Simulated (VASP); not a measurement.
# Ga2SnSe (Pmmm) in VASP: relaxation of cell and atoms with PBE

Aim: the relaxation of cell and atoms of Ga2SnSe with PBE.

All numbers are computed with VASP 6.6.1; they aren't measurements. Logs are shortened: lines on timing, memory, paths and dates and some standing lists are left out, and cuts for length are marked.

**1. The structure**

It takes space group Pmmm (No. 47, orthorhombic). The conventional cell has a = 3.726 Å, b = 3.831 Å, c = 6.680 Å, α = 90.00°, β = 90.00°, γ = 90.00°. Around Ga (site symmetry mm2) lie 2 Sn at 2.46 Å and 2 Se at 2.58 Å. Sn (site symmetry mmm) is surrounded by 4 Ga at 2.46 Å. Around Se (site symmetry mmm) lie 4 Ga at 2.58 Å.

The cell was built by a generator and needn't be a form met in nature.

**2. Relaxation of cell and atoms, PBE**

INCAR

```
PREC = Normal
ENCUT = 520
EDIFF = 1E-4
ISMEAR = 0
SIGMA = 0.15
LREAL = False
LASPH = True
NELM = 60
ALGO = Fast
ISIF = 3
LWAVE = False
LCHARG = False
GGA = PE
IBRION = 2
NSW = 24
EDIFFG = -0.08
```

KPOINTS

```
regular mesh
0
Gamma
  4 4 3
```

POSCAR

```
Ga2SnSe
1.0
    3.7261071600      0.0000000000      0.0000000000
    0.0000000000      3.8314384600      0.0000000000
    0.0000000000      0.0000000000      6.6799888900
Ga Sn Se
2 1 1
Direct
    0.0000000000      0.5000000000      0.7404888900
    0.0000000000      0.5000000000      0.2595111100
    0.5000000000      0.5000000000      0.5000000000
    0.0000000000      0.0000000000      0.0000000000
```

Potentials or basis: VASP PAW PBE potentials, release 64 (Ga_d, Sn_d, Se).

Command:

```
$ cat potpaw_PBE.64/Ga_d/POTCAR potpaw_PBE.64/Sn_d/POTCAR potpaw_PBE.64/Se/POTCAR > POTCAR
$ mpirun -np 1 vasp_std > vasp.out
```

OUTCAR:

```text
PREC = Normal
   ENCUT = 520
   EDIFF = 1E-4
   ISMEAR = 0
   LREAL = False
   LASPH = True
   NELM = 60
   ISIF = 3
   GGA = PE
   IBRION = 2
   NSW = 24
   EDIFFG = -0.08

 ion  position               nearest neighbor table
   1  0.000  0.500  0.740-   3 2.46   3 2.46   4 2.58   4 2.58
   2  0.000  0.500  0.260-   3 2.46   3 2.46   4 2.58   4 2.58
   3  0.500  0.500  0.500-   1 2.46   2 2.46   1 2.46   2 2.46
   4  0.000  0.000  0.000-   1 2.58   2 2.58   1 2.58   2 2.58

  LATTYP: Found a simple orthorhombic cell.
 ALAT       =     3.7261071600
 B/A-ratio  =     1.0282684570
 C/A-ratio  =     1.7927527586

  Lattice vectors:

 A1 = (   3.7261071600,   0.0000000000,   0.0000000000)
 A2 = (   0.0000000000,   3.8314384600,   0.0000000000)
 A3 = (   0.0000000000,   0.0000000000,   6.6799888900)

Analysis of symmetry for initial positions (statically):
=====================================================================
 Subroutine PRICEL returns:
 Original cell was already a primitive cell.

 Routine SETGRP: Setting up the symmetry group for a
 simple orthorhombic supercell.

 Subroutine GETGRP returns: Found  8 space group operations
 (whereof  8 operations were pure point group operations)
 out of a pool of  8 trial point group operations.

The static configuration has the point symmetry D_2h.

Analysis of symmetry for dynamics (positions and initial velocities):
=====================================================================
 Subroutine PRICEL returns:
 Original cell was already a primitive cell.

 Routine SETGRP: Setting up the symmetry group for a
 simple orthorhombic supercell.

 Subroutine GETGRP returns: Found  8 space group operations
 (whereof  8 operations were pure point group operations)
 out of a pool of  8 trial point group operations.

The dynamic configuration has the point symmetry D_2h.

 Subroutine INISYM returns: Found  8 space group operations
 (whereof  8 operations are pure point group operations),
 and found     1 'primitive' translations

----------------------------------------------------------------------------------------

                                     Primitive cell

  volume of cell :      95.3659

  direct lattice vectors                    reciprocal lattice vectors
     3.726107160  0.000000000  0.000000000     0.268376608  0.000000000  0.000000000
     0.000000000  3.831438460  0.000000000     0.000000000  0.260998581  0.000000000
     0.000000000  0.000000000  6.679988890     0.000000000  0.000000000  0.149700848

  length of vectors
     3.726107160  3.831438460  6.679988890     0.268376608  0.260998581  0.149700848

  position of ions in fractional coordinates (direct lattice)
[... 64 lines left out ...]
   NGX,Y,Z   is equivalent  to a cutoff of  10.71, 10.41,  9.95 a.u.
   NGXF,Y,Z  is equivalent  to a cutoff of  21.42, 20.83, 19.91 a.u.
 SYSTEM =  unknown system
   PREC   = normal    normal or accurate (medium, high low for compatibility)
   ISTART =      0    job   : 0-new  1-cont  2-samecut
   ICHARG =      2    charge: 1-file 2-atom 10-const
   ISPIN  =      1    spin polarized calculation?
   LNONCOLLINEAR =      F non collinear calculations
   LSORBIT =      F    spin-orbit coupling
   LASPH  =      T    aspherical Exc in radial PAW
   ENCUT  =  520.0 eV  38.22 Ry    6.18 a.u.   6.93  7.12 12.42*2*pi/ulx,y,z
   NELM   =     60;   NELMIN=  2; NELMDL= -5     # of ELM steps
   EDIFF  = 0.1E-03   stopping-criterion for ELM
   LREAL  =      F    real-space projection
   EDIFFG = -.8E-01   stopping-criterion for IOM
   NSW    =     24    number of steps for IOM
   IBRION =      2    ionic relax: 0-MD 1-quasi-New 2-CG
   NFREE  =      1    steps in history (QN), initial steepest desc. (CG)
   ISIF   =      3    stress and relaxation
   ISYM   =      2    0-nonsym 1-usesym 2-fastsym
   POTIM  = 0.5000    time-step for ionic-motion
   TEBEG  =    0.0;   TEEND  =   0.0 temperature during run
   PSTRESS=    0.0 pullay stress
   NELECT =      46.0000    total number of electrons
   NUPDOWN=      -1.0000    fix difference up-down
   EMIN   =  10.00;   EMAX   =-10.00  energy-range for DOS
   EFERMI =   0.00;   METHOD = LEGACY
   ISMEAR =     0;   SIGMA  =   0.15  broadening in eV -4-tet -1-fermi 0-gaus
   EFERMI_NEDOS =   21; number of points for ismear=-14 and -15
   IALGO  =     68    algorithm
   IMIX   =      4    mixing-type and parameters
     AMIX     =   0.40;   BMIX     =  1.00
     AMIX_MAG =   1.60;   BMIX_MAG =  1.00
  volume/ion in A,a.u.               =      23.84       160.89
  Fermi-wavevector in a.u.,A,eV,Ry     =   1.283896  2.426211 22.427688  1.648389
  Thomas-Fermi vector in A             =   2.416122
   LORBIT       =      0    0 simple, 1 ext, 2 COOP (PROOUT), +10 PAW based schemes
   GGA     = PE    functional components
   LHFCALC =     F    Hartree Fock is set to
   AEXX    =    0.0000 exact exchange contribution
   IVDW    =     0    specifies the selected vdW correction
   LEPSILON=     F    determine dielectric tensor
   LRPA    =     F    only Hartree local field effects (RPA)
 conjugate gradient relaxation of ions
 non-spin polarized calculation
 RMM-DIIS sequential band-by-band and
 Gauss-broadening in eV      SIGMA  =   0.15
  energy-cutoff  :      520.00
  volume of cell :       95.37
 maximum number of plane-waves:      2586
   NGX = 13   NGY = 15   NGZ = 25

--------------------------------------- Ionic step        1  -------------------------------------------

 number of electron      46.0000014 magnetization

 Free energy of the ion-electron system (eV)
  ---------------------------------------------------
  ext. energy  EPLUGINS =         0.00000000
  ---------------------------------------------------
  free energy    TOTEN  =       -12.03582822 eV

  energy without entropy =      -12.01229591  energy(sigma->0) =      -12.02406206

 E-fermi :   5.3102     XC(G=0):  -9.8045

 val. band max:        5.2273739168   @ k =   0.0000   0.5000   0.0000
 cond. band min:       5.3335809615   @ k =   0.0000   0.5000   0.3333
 fundamental gap:      0.1062070447
 Fermi energy:         5.3102482538

 k-point     1 :       0.0000    0.0000    0.0000
  band No.  band energies     occupation
      1     -16.6425      2.00000
      2     -16.6060      2.00000
      3     -16.4896      2.00000
      4     -16.4696      2.00000
      5     -16.4591      2.00000
      6     -10.2547      2.00000
[... 718 lines left out ...]
--------------------------------------- Ionic step        6  -------------------------------------------

 number of electron      45.9999973 magnetization

 Free energy of the ion-electron system (eV)
  ---------------------------------------------------
  ext. energy  EPLUGINS =         0.00000000
  ---------------------------------------------------
  free energy    TOTEN  =       -13.18240099 eV

  energy without entropy =      -13.15392439  energy(sigma->0) =      -13.16816269

 E-fermi :   3.7475     XC(G=0):  -9.0554

 val. band max:        3.7173757276   @ k =   0.2500   0.0000   0.0000
 cond. band min:       3.7647580606   @ k =   0.5000   0.0000   0.0000
 fundamental gap:      0.0473823330
 Fermi energy:         3.7475146952

 k-point     1 :       0.0000    0.0000    0.0000
  band No.  band energies     occupation
      1     -17.6552      2.00000
      2     -17.6184      2.00000
      3     -17.5927      2.00000
      4     -17.5778      2.00000
      5     -17.5726      2.00000
      6     -11.4634      2.00000
[... 560 lines left out ...]
  FREE ENERGIE OF THE ION-ELECTRON SYSTEM (eV)
  ---------------------------------------------------
  free  energy   TOTEN  =       -13.1824009927 eV

  energy  without entropy=      -13.1539243926  energy(sigma->0) =      -13.16816269

 reached required accuracy - stopping structural energy minimisation
```

CONTCAR:

```text
Ga2SnSe
   1.00000000000000
     4.1825597890918207    0.0000000000000000    0.0000000000000000
     0.0000000000000000    3.7515483491986203    0.0000000000000000
     0.0000000000000000    0.0000000000000000    7.1722886538267518
  Ga              Sn              Se
     2     1     1
Direct
     0.0000000000000000    0.5000000000000000    0.7543557326831551
     0.0000000000000000    0.5000000000000000    0.2456442673168449
     0.5000000000000000    0.5000000000000000    0.5000000000000000
     0.0000000000000000    0.0000000000000000    0.0000000000000000

  0.00000000E+00  0.00000000E+00  0.00000000E+00
  0.00000000E+00  0.00000000E+00  0.00000000E+00
  0.00000000E+00  0.00000000E+00  0.00000000E+00
  0.00000000E+00  0.00000000E+00  0.00000000E+00
```

It took 80 s on 1 thread of Intel Xeon Platinum 8375C at 2.90GHz (Ice Lake), shared host; peak memory 0.19 GiB.

Results:

| Property | Result |
| --- | --- |
| Free energy | -13.1824 eV |
| Relaxed volume | 28.14 Å³/atom |
| Relaxed cell | a = 4.183 Å, b = 3.752 Å, c = 7.172 Å, α = 90.00°, β = 90.00°, γ = 90.00° |
| Space group after relaxing (to 0.05 Å) | Pmmm (No. 47) |
| Energy gained by relaxing | 286.6 meV/atom |
| Ionic steps | 6 |
| Pressure after relaxing | 0.2 GPa |
| Largest force after relaxing | 0.047 eV/Å |
| Band gap on the k mesh | none (metal or under the smearing width) |

Forces in eV/Å, atoms in the order of the input:
```
Ga   0.000  0.000 -0.047
Ga   0.000  0.000  0.047
Sn   0.000  0.000  0.000
Se   0.000  0.000  0.000
```

The path:
```tsv
step	energy change (eV)	largest force (eV/Å)	pressure (GPa)	volume (Å³)
1	0.0000	2.3901	11.60	95.37
2	-1.1043	0.1565	-1.37	120.32
3	-1.1427	0.0971	-0.59	114.06
4	-1.1424	0.1469	-0.11	113.67
5	-1.1463	0.0370	-0.03	112.69
6	-1.1466	0.0475	0.15	112.54
```

Final structure:
```
Ga Sn Se
1.0
     4.18256    0.00000    0.00000
     0.00000    3.75155    0.00000
     0.00000    0.00000    7.17229
Ga Sn Se
2 1 1
Direct
  0.00000 0.50000 0.75436
  0.00000 0.50000 0.24564
  0.50000 0.50000 0.50000
  0.00000 0.00000 0.00000
```

Caveat: the k mesh is coarse (spacing up to 0.42 Å⁻¹), so the values aren't converged; the volume moved by over 15 % at a fixed basis, so the end points are rough; the relaxation stopped at a loose force limit of 0.08 eV/Å, so its end isn't a converged minimum.
